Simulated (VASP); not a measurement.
Shape and ions are relaxed at each volume.

Given:

```cif
data_MoSi2
_chemical_formula_sum 'Si2 Mo1'
_space_group_name_H-M_alt 'P 1'
_space_group_IT_number 1
_cell_length_a 4.50627
_cell_length_b 4.50627
_cell_length_c 4.50627
_cell_angle_alpha 138.605
_cell_angle_beta 138.605
_cell_angle_gamma 59.977
loop_
_space_group_symop_operation_xyz
  'x, y, z'
loop_
_atom_site_label
_atom_site_type_symbol
_atom_site_fract_x
_atom_site_fract_y
_atom_site_fract_z
_atom_site_occupancy
Si1 Si 0.66527 0.66527 0.00000 1
Si2 Si 0.33473 0.33473 0.00000 1
Mo1 Mo 0.00000 0.00000 0.00000 1
```

Computed with PBE GGA with D4 dispersion, VASP's PBE PAW potentials (set 64) (plane waves; VASP). Settings: 520 eV cut-off, 13×13×13 Γ-centred mesh, first-order Methfessel-Paxton smearing of 0.10 eV, potentials Si Mo_sv.

Give the energy at these volumes per atom, relative to the lowest: 12.41, 12.81, 13.20, 13.60, 13.99 Å³.

36.3, 8.5, 0.0, 7.8, 29.5 meV/atom. A third-order Birch-Murnaghan fit gives B0 = 220 GPa and B0′ = 4.4.

The compound is MoSi2 in the MoSi2 type structure. It was relaxed first.
